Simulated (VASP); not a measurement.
Method: PBE GGA + U (Dudarev), VASP's PBE PAW potentials (set 64) (plane waves; VASP 6.6.1).

A VASP calculation is set up with these files.

**POSCAR**
```
CoGa
1
    2.8800000000     0.0000000000     0.0000000000
    0.0000000000     2.8800000000     0.0000000000
    0.0000000000     0.0000000000     2.8800000000
Ga Co
1 1
Direct
  0.5000000000   0.5000000000   0.5000000000
  0.0000000000   0.0000000000   0.0000000000
```

### KPOINTS
```
Automatic mesh
0
gamma
  11 11 11
```

### INCAR
```
SYSTEM  =  CoGa
PREC  =  Accurate; ENCUT  =  400; LREAL  =  .False.
LASPH  =  .True.
EDIFF  =  1E-6; NELM  =  100; ALGO  =  Normal
LMAXMIX  =  4
ISMEAR  =  1; SIGMA  =  0.1
GGA  =  PE
LDAUL  =  -1 2
LDAUU  =  0 6.0
LDAUJ  =  0 0
LDAU  =  .True.; LDAUTYPE  =  2; LDAUPRINT  =  1
ISIF  =  2
LWAVE  =  .False.; LCHARG  =  .False.; LORBIT  =  10
```

POTCAR, in this order: Ga_d Co (PBE.64 set). Program: vasp_std.

Output

### OUTCAR
```
 ion  position               nearest neighbor table
   1  0.500  0.500  0.500-   2 2.49   2 2.49   2 2.49   2 2.49   2 2.49   2 2.49   2 2.49   2 2.49
  LATTYP: Found a simple cubic cell.
 ALAT       =     2.8800000000
 Subroutine PRICEL returns:
 Original cell was already a primitive cell.
 Subroutine GETGRP returns: Found 48 space group operations
The static configuration has the point symmetry O_h .
The dynamic configuration has the point symmetry O_h .
 Subroutine INISYM returns: Found 48 space group operations
 Subroutine IBZKPT returns following result:
 Found     56 irreducible k-points:

 Following reciprocal coordinates:
            Coordinates               Weight
  0.000000  0.000000  0.000000      1.000000
  0.090909  0.000000  0.000000      6.000000
  0.181818  0.000000  0.000000      6.000000
  0.272727  0.000000  0.000000      6.000000
  0.363636  0.000000  0.000000      6.000000
  0.454545  0.000000  0.000000      6.000000
  0.090909  0.090909  0.000000     12.000000
  0.181818  0.090909  0.000000     24.000000
  0.272727  0.090909  0.000000     24.000000
  0.363636  0.090909  0.000000     24.000000
  0.454545  0.090909  0.000000     24.000000
  0.181818  0.181818  0.000000     12.000000
  0.272727  0.181818  0.000000     24.000000
  0.363636  0.181818  0.000000     24.000000
  0.454545  0.181818  0.000000     24.000000
  0.272727  0.272727  0.000000     12.000000
  0.363636  0.272727  0.000000     24.000000
  0.454545  0.272727  0.000000     24.000000
  0.363636  0.363636  0.000000     12.000000
  0.454545  0.363636  0.000000     24.000000
  0.454545  0.454545  0.000000     12.000000
  0.090909  0.090909  0.090909      8.000000
  0.181818  0.090909  0.090909     24.000000
  0.272727  0.090909  0.090909     24.000000
  0.363636  0.090909  0.090909     24.000000
...
```

### OSZICAR
```
       N       E                     dE             d eps       ncg     rms          rms(c)
DAV:   1     0.930788811350E+02    0.93079E+02   -0.93388E+03  1768   0.222E+03
DAV:   2    -0.105616177752E+01   -0.94135E+02   -0.92107E+02  1750   0.315E+02
DAV:   3    -0.543466724945E+01   -0.43785E+01   -0.43638E+01  1939   0.772E+01
DAV:   4    -0.549543288841E+01   -0.60766E-01   -0.60754E-01  2327   0.845E+00
DAV:   5    -0.549650307582E+01   -0.10702E-02   -0.10702E-02  2054   0.938E-01    0.713E+00
DAV:   6    -0.564285998574E+01   -0.14636E+00   -0.54284E+00  1752   0.339E+01    0.494E+00
DAV:   7    -0.523854908417E+01    0.40431E+00   -0.23263E+00  1757   0.238E+01    0.238E+00
DAV:   8    -0.527349034375E+01   -0.34941E-01   -0.22011E-01  2331   0.547E+00    0.532E-01
DAV:   9    -0.529064332684E+01   -0.17153E-01   -0.39924E-02  2292   0.262E+00    0.236E-01
DAV:  10    -0.530064456514E+01   -0.10001E-01   -0.20390E-02  2476   0.116E+00    0.217E-01
DAV:  11    -0.530700885090E+01   -0.63643E-02   -0.45698E-02  2111   0.227E+00    0.943E-02
DAV:  12    -0.530685550736E+01    0.15334E-03   -0.36188E-03  2287   0.622E-01    0.516E-02
DAV:  13    -0.530728944008E+01   -0.43393E-03   -0.17935E-03  1944   0.485E-01    0.110E-02
DAV:  14    -0.530731037784E+01   -0.20938E-04   -0.15583E-04  2139   0.108E-01    0.371E-03
DAV:  15    -0.530730807367E+01    0.23042E-05   -0.23129E-05  1962   0.747E-02    0.730E-03
DAV:  16    -0.530731145946E+01   -0.33858E-05   -0.18323E-05  1923   0.606E-02    0.886E-04
DAV:  17    -0.530731146250E+01   -0.30436E-08   -0.66039E-07   946   0.954E-03
   1 F= -.53073115E+01 E0= -.53074867E+01  d E =0.525566E-03
```

File OUTCAR:
```
------------------------ aborting loop because EDIFF is reached ----------------------------------------
  FORCE on cell =-STRESS in cart. coord.  units (eV):
  Direction    XX          YY          ZZ          XY          YZ          ZX
  --------------------------------------------------------------------------------------
  Total       -1.1904453     -1.1904453     -1.1904453      0.0000000      0.0000000     -0.0000000
  in kB      -79.8440524    -79.8440524    -79.8440524      0.0000000      0.0000000     -0.0000000
  external PRESSURE =     -79.8440524 kB  Pullay stress =       0.0000000 kB
  volume of cell :       23.89
      direct lattice vectors                 reciprocal lattice vectors
     2.880000000  0.000000000  0.000000000     0.347222222  0.000000000  0.000000000
     0.000000000  2.880000000  0.000000000     0.000000000  0.347222222  0.000000000
     0.000000000  0.000000000  2.880000000     0.000000000  0.000000000  0.347222222
 POSITION                                       TOTAL-FORCE (eV/Angst)
 -----------------------------------------------------------------------------------
      1.44000      1.44000      1.44000         0.000000      0.000000      0.000000
      0.00000      0.00000      0.00000         0.000000      0.000000      0.000000
 -----------------------------------------------------------------------------------
    total drift:                               -0.000000      0.000000      0.000000
  FREE ENERGIE OF THE ION-ELECTRON SYSTEM (eV)
  ---------------------------------------------------
  free  energy   TOTEN  =        -5.3073114625 eV

  energy  without entropy=       -5.3078370286  energy(sigma->0) =       -5.30748665

 total charge

# of ion       s       p       d       tot
------------------------------------------
    1        0.842   0.830  10.052  11.724
    2        0.366   0.444   7.720   8.531
--------------------------------------------------
tot          1.209   1.274  17.772  20.255
```
(Selected blocks of OUTCAR.)

The compound is CoGa in the CsCl type structure. The cell was not relaxed at this level. The run is one of a series of settings (LDAU = .TRUE., LDAUJ = 0 0, LDAUL = -1 2, LDAUTYPE = 2, LDAUU = 0 6.0 against the base run), some of them coarse on purpose. The run is not spin-polarised, so no magnetic state was tried.
